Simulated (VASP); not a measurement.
Output of a VASP run:

### OSZICAR
```
       N       E                     dE             d eps       ncg     rms          rms(c)
DAV:   1     0.106715533109E+03    0.10672E+03   -0.10581E+04   320   0.113E+03
DAV:   2    -0.345919008936E+02   -0.14131E+03   -0.13813E+03   416   0.232E+02
DAV:   3    -0.423724666858E+02   -0.77806E+01   -0.77720E+01   520   0.597E+01
DAV:   4    -0.425576653046E+02   -0.18520E+00   -0.18517E+00   488   0.701E+00
DAV:   5    -0.425600743274E+02   -0.24090E-02   -0.24088E-02   488   0.797E-01    0.115E+01
DAV:   6    -0.362613592803E+02    0.62987E+01   -0.23467E+00   528   0.115E+01    0.824E+00
DAV:   7    -0.347990708870E+02    0.14623E+01   -0.93912E-01   488   0.942E+00    0.111E+00
DAV:   8    -0.357428044601E+02   -0.94373E+00   -0.10288E+00   440   0.896E+00    0.205E+00
DAV:   9    -0.350877349482E+02    0.65507E+00   -0.10614E-01   440   0.375E+00    0.152E+00
DAV:  10    -0.351828739711E+02   -0.95139E-01   -0.18449E-02   448   0.152E+00    0.129E+00
DAV:  11    -0.356376130234E+02   -0.45474E+00   -0.20393E-01   320   0.455E+00    0.517E-01
DAV:  12    -0.356846258729E+02   -0.47013E-01   -0.29882E-02   368   0.178E+00    0.363E-01
DAV:  13    -0.356454821247E+02    0.39144E-01   -0.23431E-02   320   0.174E+00    0.659E-01
DAV:  14    -0.356752082398E+02   -0.29726E-01   -0.14997E-02   336   0.146E+00    0.237E-01
DAV:  15    -0.356869847356E+02   -0.11776E-01   -0.26128E-03   336   0.572E-01    0.137E-01
DAV:  16    -0.356869879395E+02   -0.32039E-05   -0.37308E-05   512   0.523E-02    0.120E-01
DAV:  17    -0.356870185375E+02   -0.30598E-04   -0.97160E-05   344   0.113E-01    0.603E-02
DAV:  18    -0.356876912925E+02   -0.67275E-03   -0.13788E-04   360   0.133E-01    0.325E-02
DAV:  19    -0.356877877604E+02   -0.96468E-04   -0.63737E-05   344   0.794E-02    0.162E-02
DAV:  20    -0.356877916173E+02   -0.38569E-05   -0.14049E-05   352   0.417E-02    0.922E-03
DAV:  21    -0.356877972283E+02   -0.56110E-05   -0.35460E-06   360   0.221E-02    0.906E-03
DAV:  22    -0.356877986823E+02   -0.14540E-05   -0.92183E-07   320   0.102E-02    0.460E-03
DAV:  23    -0.356877999405E+02   -0.12581E-05   -0.56181E-07   288   0.803E-03    0.185E-03
DAV:  24    -0.356877996433E+02    0.29716E-06   -0.20247E-07   288   0.522E-03
   1 F= -.35687800E+02 E0= -.35687800E+02  d E =-.356878E+02
```

### OUTCAR
```
------------------------ aborting loop because EDIFF is reached ----------------------------------------
  FORCE on cell =-STRESS in cart. coord.  units (eV):
  Direction    XX          YY          ZZ          XY          YZ          ZX
  --------------------------------------------------------------------------------------
  Total       -0.0059920     -0.0059920     -0.0059920     -0.0000000      0.0000000      0.0000000
  in kB       -0.1121564     -0.1121564     -0.1121564     -0.0000000      0.0000000      0.0000000
  external PRESSURE =      -0.1121564 kB  Pullay stress =       0.0000000 kB
  volume of cell :       85.60
      direct lattice vectors                 reciprocal lattice vectors
     0.000000000  3.497922942  3.497922942    -0.142941971  0.142941971  0.142941971
     3.497922942  0.000000000  3.497922942     0.142941971 -0.142941971  0.142941971
     3.497922942  3.497922942  0.000000000     0.142941971  0.142941971 -0.142941971
 POSITION                                       TOTAL-FORCE (eV/Angst)
 -----------------------------------------------------------------------------------
      0.00000      0.00000      0.00000         0.000000     -0.000000      0.000000
      1.74896      1.74896      1.74896        -0.000000      0.000000      0.000000
      5.24688      5.24688      5.24688         0.000000     -0.000000     -0.000000
 -----------------------------------------------------------------------------------
    total drift:                                0.000000     -0.000000      0.000000
  FREE ENERGIE OF THE ION-ELECTRON SYSTEM (eV)
  ---------------------------------------------------
  free  energy   TOTEN  =       -35.6877996433 eV

  energy  without entropy=      -35.6877996433  energy(sigma->0) =      -35.68779964

 reached required accuracy - stopping structural energy minimisation
```
(Selected blocks of OUTCAR.)

File POSCAR:
```
SrCl2
1
    0.0000000000     3.4979229415     3.4979229415
    3.4979229415     0.0000000000     3.4979229415
    3.4979229415     3.4979229415    -0.0000000000
Sr Cl
1 2
Direct
  0.0000000000   0.0000000000   1.0000000000
  0.2500000000   0.2500000000   0.2500000000
  0.7500000000   0.7500000000   0.7500000000
```

Reconstruct the remaining input files.

This is not unique; one that fits is the input of the run itself, r2SCAN meta-GGA, plane waves, VASP's PBE PAW potentials (set 64).

File KPOINTS:
```
Regular mesh
0
G
5 5 5
```

INCAR:
```
! general
SYSTEM =SrCl2
PREC   =Accurate
ENCUT  =400
LREAL  =.FALSE.
LASPH  =.TRUE.

! electronic loop
EDIFF  =1E-6
NELM   =100
ALGO   =Normal
LMAXMIX=4
LMIXTAU=.TRUE.

! smearing
ISMEAR =0
SIGMA  =0.05

! functional
METAGGA=R2SCAN

! ions
IBRION =2
NSW    =60
ISIF   =3
EDIFFG =-0.02

! output
LWAVE  =.FALSE.
LCHARG =.FALSE.
```

POTCAR, in this order: Sr_sv Cl (PBE.64 set). Program: vasp_std.

The compound is SrCl2 in the fluorite structure. It was relaxed first. The start is the result of an earlier pass.
